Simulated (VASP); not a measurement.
**Rh: single point with PBE**

The system is Rh, a slab with vacuum.

```
CELL_PARAMETERS angstrom
2.70820 0.00000 0.00000
0.00000 2.70820 0.00000
0.00000 0.00000 22.74497
ATOMIC_POSITIONS crystal
Rh 0.50000 0.50000 0.37371
Rh 0.00000 0.00000 0.45790
Rh 0.50000 0.50000 0.54226
Rh 0.00000 0.00000 0.62318
```

The cell isn't the ideal one: clean slab, lower half held.

```yaml
Program: VASP 6.6.1
Task: single point
Functional: PBE
Potentials_or_basis: VASP PAW PBE potentials, release 64 (Rh_pv)
Cutoff: 520 eV
k_mesh: 11 × 11 × 1
Occupations: gaussian, width 0.1 eV
Spin: no spin polarisation
Dipole_correction: yes
Further_INCAR_settings: ALGO = Fast; EDIFF = 1e-07; NBANDS = 38
```

```json
{"Largest force": "0.502 eV/Å", "Band gap on the k mesh": "none (metal or under the smearing width)"}
```

Forces in eV/Å, atoms in the order of the input:
```
Rh   0.000  0.000  0.500
Rh   0.000  0.000 -0.502
Rh   0.000  0.000 -0.011
Rh   0.000  0.000  0.013
```

Levels at points of the mesh, in eV from the Fermi level:
```tsv
k point	band 27	band 28	band 29	band 30	band 31	band 32	band 33	band 34
(0.00, 0.00, 0.00)	-1.00	-0.82	-0.24	-0.14	-0.14	0.44	0.62	0.74
```

Wall time 2.4 min on 1 thread of Intel(R) Xeon(R) Platinum 8488C (Sapphire Rapids), with other jobs on the host, peak memory 0.3 GiB.
